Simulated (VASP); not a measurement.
```xyz
3
Lattice="0.0000 3.2495 3.2495 3.2495 0.0000 3.2495 3.2495 3.2495 0.0000" Properties=species:S:1:pos:R:3 pbc="T T T"
Na     1.6247     1.6247     1.6247
Na     4.8742     4.8742     4.8742
S      3.2495     0.0000     3.2495
```

These are PBEsol GGA, VASP's PBE PAW potentials (set 64) (plane waves; VASP) values and carry that method's errors. Numerical set-up: 400 eV cut-off, Gaussian smearing of 0.050 eV, potentials Na_pv S.

Task: Predict the band gap (along the path) with the smallest direct gap where there is one.

Result: 
The band gap (along the path) is 2.43 eV and the smallest direct gap (along the path) is 2.43 eV.

The absolute energy has meaning only against runs of the same code, potentials and settings.

The compound is Na2S in the antifluorite structure. It was relaxed first.
